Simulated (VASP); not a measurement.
VASP runs on PtAl$_{2}$ (space group Fm-3m) share one base input (PBE GGA, plane waves, VASP's PBE PAW potentials (set 64)) and change the settings named in each case.

### INCAR
```
SYSTEM = PtAl2
PREC = Accurate
ENCUT = 300
EDIFF = 1E-6
NELM = 100
ALGO = Normal
LREAL = .FALSE.
LASPH = .TRUE.
ISMEAR = -1
SIGMA = 0.1
GGA = PE
LMAXMIX = 6
LWAVE = .FALSE.
LCHARG = .FALSE.
ISIF = 2
```

**POSCAR**
```
PtAl2
1
    0.0000000000     2.9000370000     2.9000370000
    2.9000370000     0.0000000000     2.9000370000
    2.9000370000     2.9000370000     0.0000000000
Al Pt
2 1
Direct
  0.2500000000   0.2500000000   0.2500000000
  0.7500000000   0.7500000000   0.7500000000
  0.0000000000   0.0000000000   0.0000000000
```

**KPOINTS**
```
Automatic mesh
0
Gamma
13 13 13
0 0 0
```

POTCAR, in this order: Al Pt (PBE.64 set). Program: vasp_std.

```
change                                                                                                                          E(σ→0) (eV/atom)  pressure (GPa)  −TS (eV)
------------------------------------------------------------------------------------------------------------------------------  ----------------  --------------  --------
base run                                                                                                                                 -5.3769           11.03   -0.0366
GGA removed, POTCAR Al Pt (LDA.64 set)                                                                                                   -6.1925             ___   -0.0366
GGA_COMPAT = .FALSE., LNONCOLLINEAR = .TRUE., LSORBIT = .TRUE., MAGMOM = 0.0 0.0 0.0 0.0 0.0 0.0 0.0 0.0 0.0, program vasp_ncl           -5.4953             ___       ___
KPOINTS 5×5×5 Γ-centred mesh                                                                                                             -5.3543           11.31   -0.0590
```

Question: Complete the blanks.

Answer: 
- GGA removed, POTCAR Al Pt (LDA.64 set), pressure (GPa): 4.47
- GGA_COMPAT = .FALSE., LNONCOLLINEAR = .TRUE., LSORBIT = .TRUE., MAGMOM = 0.0 0.0 0.0 0.0 0.0 0.0 0.0 0.0 0.0, program vasp_ncl, pressure (GPa): 10.63
- GGA_COMPAT = .FALSE., LNONCOLLINEAR = .TRUE., LSORBIT = .TRUE., MAGMOM = 0.0 0.0 0.0 0.0 0.0 0.0 0.0 0.0 0.0, program vasp_ncl, −TS (eV): -0.0374

Energies of different potentials or functionals have different zeros.  Unless said otherwise, spin-orbit coupling is left out, though it shifts the bands of the heavy elements here. At 300 eV the pressure can carry a Pulay error.

Left out are runs that ran out of time, are held back, or changed the cell or the kind of run, fixed moments of cells without a moment, rows past the twelfth, gaps on odd meshes, pressures of charged cells and columns that move by less than the noise.

The structure is a typed PtAl2 crystal. The cell was not relaxed at this level, its lattice was scaled by up to 2.5 %.
